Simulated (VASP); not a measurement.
These are LDA (Ceperley-Alder, Perdew-Zunger), VASP's LDA PAW potentials (set 64) (plane waves; VASP 6.6.1) values and carry that method's errors.

VASP input:

### KPOINTS
```
Regular mesh
0
G
 7 7 7
0 0 0
```

### INCAR
```
! general
SYSTEM  =  NaCl
PREC    =  Accurate
ENCUT   =  400   ! plane-wave cut-off (eV)
LREAL   =  .FALSE.   ! projection in real space or not
LASPH   =  .TRUE.

! electronic loop
EDIFF   =  1E-6
NELM    =  100   ! most electronic steps
ALGO    =  Normal   ! blocked Davidson

! smearing
ISMEAR  =  0   ! Gaussian
SIGMA   =  0.05   ! width (eV)

! ions
IBRION  =  2
NSW     =  60   ! most ionic steps
ISIF    =  3
EDIFFG  =  -0.01   ! ionic stop

! output
LWAVE   =  .FALSE.
LCHARG  =  .FALSE.
```

### POSCAR
```
NaCl
1
    0.0000000000     2.8200000000     2.8200000000
    2.8200000000     0.0000000000     2.8200000000
    2.8200000000     2.8200000000     0.0000000000
Na Cl
1 1
Direct
  0.0000000000   0.0000000000   0.0000000000
  0.5000000000   0.5000000000   0.5000000000
```

POTCAR, in this order: Na_pv Cl (LDA.64 set). Program: vasp_std.

The resulting files:

**OSZICAR**
```
       N       E                     dE             d eps       ncg     rms          rms(c)
DAV:   1     0.879665259051E+02    0.87967E+02   -0.65655E+03   440   0.106E+03
DAV:   2    -0.238433635022E+00   -0.88205E+02   -0.82346E+02   490   0.256E+02
DAV:   3    -0.741732754356E+01   -0.71789E+01   -0.71439E+01   527   0.759E+01
DAV:   4    -0.755221753584E+01   -0.13489E+00   -0.13481E+00   494   0.117E+01
DAV:   5    -0.755548198804E+01   -0.32645E-02   -0.32641E-02   573   0.177E+00    0.199E+00
DAV:   6    -0.737758196432E+01    0.17790E+00   -0.34344E-01   500   0.415E+00    0.147E+00
DAV:   7    -0.735739883550E+01    0.20183E-01   -0.58660E-02   611   0.168E+00    0.937E-01
DAV:   8    -0.735561530545E+01    0.17835E-02   -0.46663E-03   509   0.788E-01    0.239E-01
DAV:   9    -0.735554693494E+01    0.68371E-04   -0.18020E-04   524   0.123E-01    0.117E-01
DAV:  10    -0.735555616713E+01   -0.92322E-05   -0.65396E-05   539   0.743E-02    0.789E-03
DAV:  11    -0.735555602314E+01    0.14399E-06   -0.20952E-06   471   0.177E-02
   1 F= -.73555560E+01 E0= -.73555560E+01  d E =-.735556E+01
       N       E                     dE             d eps       ncg     rms          rms(c)
DAV:   1    -0.763435453585E+01   -0.27880E+00   -0.52598E+00   494   0.334E+01    0.324E+00
DAV:   2    -0.742623254288E+01    0.20812E+00   -0.35929E-01   491   0.590E+00    0.125E+00
DAV:   3    -0.739045035013E+01    0.35782E-01   -0.70597E-02   497   0.296E+00    0.641E-01
DAV:   4    -0.738516869543E+01    0.52817E-02   -0.22452E-03   641   0.677E-01    0.473E-02
DAV:   5    -0.738508271920E+01    0.85976E-04   -0.22100E-04   503   0.165E-01    0.210E-02
DAV:   6    -0.738507714392E+01    0.55753E-05   -0.12314E-05   506   0.578E-02    0.104E-02
DAV:   7    -0.738507683760E+01    0.30632E-06   -0.23139E-06   322   0.184E-02
   2 F= -.73850768E+01 E0= -.73850768E+01  d E =-.295208E-01
       N       E                     dE             d eps       ncg     rms          rms(c)
DAV:   1    -0.780039498017E+01   -0.41532E+00   -0.86550E+00   488   0.431E+01    0.423E+00
DAV:   2    -0.746178378275E+01    0.33861E+00   -0.55576E-01   488   0.762E+00    0.163E+00
DAV:   3    -0.740062014161E+01    0.61164E-01   -0.12281E-01   500   0.396E+00    0.852E-01
DAV:   4    -0.739211440941E+01    0.85057E-02   -0.39219E-03   649   0.881E-01    0.618E-02
DAV:   5    -0.739197266069E+01    0.14175E-03   -0.38876E-04   491   0.199E-01    0.270E-02
DAV:   6    -0.739196464479E+01    0.80159E-05   -0.22305E-05   506   0.786E-02    0.143E-02
DAV:   7    -0.739196415839E+01    0.48640E-06   -0.39061E-06   431   0.236E-02
   3 F= -.73919642E+01 E0= -.73919642E+01  d E =-.364081E-01
       N       E                     dE             d eps       ncg     rms          rms(c)
DAV:   1    -0.742665567649E+01   -0.34691E-01   -0.72514E-01   488   0.133E+01    0.113E+00
DAV:   2    -0.739956408949E+01    0.27092E-01   -0.46604E-02   485   0.219E+00    0.455E-01
DAV:   3    -0.739464468127E+01    0.49194E-02   -0.98198E-03   500   0.112E+00    0.217E-01
DAV:   4    -0.739397727454E+01    0.66741E-03   -0.31636E-04   633   0.246E-01    0.154E-02
DAV:   5    -0.739396650911E+01    0.10765E-04   -0.33269E-05   494   0.611E-02    0.852E-03
DAV:   6    -0.739396533128E+01    0.11778E-05   -0.16492E-06   325   0.209E-02    0.357E-03
DAV:   7    -0.739396527305E+01    0.58232E-07   -0.28253E-07   220   0.733E-03
   4 F= -.73939653E+01 E0= -.73939653E+01  d E =-.384092E-01
       N       E                     dE             d eps       ncg     rms          rms(c)
DAV:   1    -0.739503860531E+01   -0.10733E-02   -0.23273E-02   488   0.234E+00    0.206E-01
DAV:   2    -0.739415565587E+01    0.88295E-03   -0.15117E-03   488   0.393E-01    0.821E-02
DAV:   3    -0.739399642215E+01    0.15923E-03   -0.31717E-04   500   0.201E-01    0.397E-02
DAV:   4    -0.739397461527E+01    0.21807E-04   -0.10238E-05   641   0.445E-02    0.273E-03
DAV:   5    -0.739397426618E+01    0.34909E-06   -0.99768E-07   235   0.112E-02
   5 F= -.73939743E+01 E0= -.73939743E+01  d E =-.384182E-01
```

OUTCAR:
```
------------------------ aborting loop because EDIFF is reached ----------------------------------------
  FORCE on cell =-STRESS in cart. coord.  units (eV):
  Direction    XX          YY          ZZ          XY          YZ          ZX
  --------------------------------------------------------------------------------------
  Total       -0.0188262     -0.0188262     -0.0188262      0.0000000     -0.0000000      0.0000000
  in kB       -0.7422111     -0.7422111     -0.7422111      0.0000000     -0.0000000      0.0000000
  external PRESSURE =      -0.7422111 kB  Pullay stress =       0.0000000 kB
  volume of cell :       40.64
      direct lattice vectors                 reciprocal lattice vectors
     0.000000000  2.728801678  2.728801678    -0.183230611  0.183230611  0.183230611
     2.728801678  0.000000000  2.728801678     0.183230611 -0.183230611  0.183230611
     2.728801678  2.728801678  0.000000000     0.183230611  0.183230611 -0.183230611
  FREE ENERGIE OF THE ION-ELECTRON SYSTEM (eV)
  ---------------------------------------------------
  free  energy   TOTEN  =        -7.3939742662 eV

  energy  without entropy=       -7.3939742662  energy(sigma->0) =       -7.39397427

 reached required accuracy - stopping structural energy minimisation
```
(Selected blocks of OUTCAR.)

### CONTCAR
```
NaCl
   1.00000000000000
     0.0000000000000000    2.7288016782793791    2.7288016782793791
     2.7288016782793791    0.0000000000000000    2.7288016782793791
     2.7288016782793791    2.7288016782793791    0.0000000000000000
  Na              Cl
     1     1
Direct
     0.0000000000000000    0.0000000000000000    0.0000000000000000
     0.5000000000000000    0.5000000000000000    0.5000000000000000
```

**OUTCAR**
```
 val. band max:       -0.3324950079   @ k =   0.0000   0.0000   0.0000

 cond. band min:       4.7638270983   @ k =   0.0000   0.0000   0.0000


 Fermi energy:        -0.0531741578

 k-point     1 :       0.0000    0.0000    0.0000
  band No.  band energies     occupation
      1     -20.9556      2.00000
      2     -20.9556      2.00000
      3     -20.9556      2.00000
      4     -13.1673      2.00000
      5      -0.3325      2.00000
      6      -0.3325      2.00000
      7      -0.3325      2.00000
      8       4.7638      0.00000
      9      10.5991      0.00000
     10      10.5991      0.00000
     11      10.5991      0.00000

 k-point     2 :       0.1429    0.0000    0.0000
  band No.  band energies     occupation
      1     -20.9647      2.00000
      2     -20.9559      2.00000
      3     -20.9559      2.00000
      4     -13.0830      2.00000
      5      -0.9088      2.00000
      6      -0.3998      2.00000
      7      -0.3998      2.00000
      8       5.4606      0.00000
      9       9.9357      0.00000
     10      10.8703      0.00000
     11      10.8703      0.00000

 k-point     3 :       0.2857    0.0000    0.0000
  band No.  band energies     occupation
      1     -20.9857      2.00000
      2     -20.9573      2.00000
      3     -20.9573      2.00000
      4     -12.8849      2.00000
      5      -1.9189      2.00000
      6      -0.5442      2.00000
      7      -0.5442      2.00000
      8       6.4916      0.00000
      9       9.6691      0.00000
     10      10.9115      0.00000
     11      10.9115      0.00000

 k-point     4 :       0.4286    0.0000    0.0000
  band No.  band energies     occupation
      1     -21.0020      2.00000
      2     -20.9584      2.00000
      3     -20.9584      2.00000
      4     -12.7163      2.00000
      5      -2.5889      2.00000
      6      -0.6539      2.00000
      7      -0.6539      2.00000
      8       6.7264      0.00000
      9      10.5350      0.00000
...
```

Energy and stress use the plane-wave basis of the starting cell.

The compound is NaCl in the rock salt structure. This run relaxes it. Symmetry was kept, so distortions that lower it aren't found.
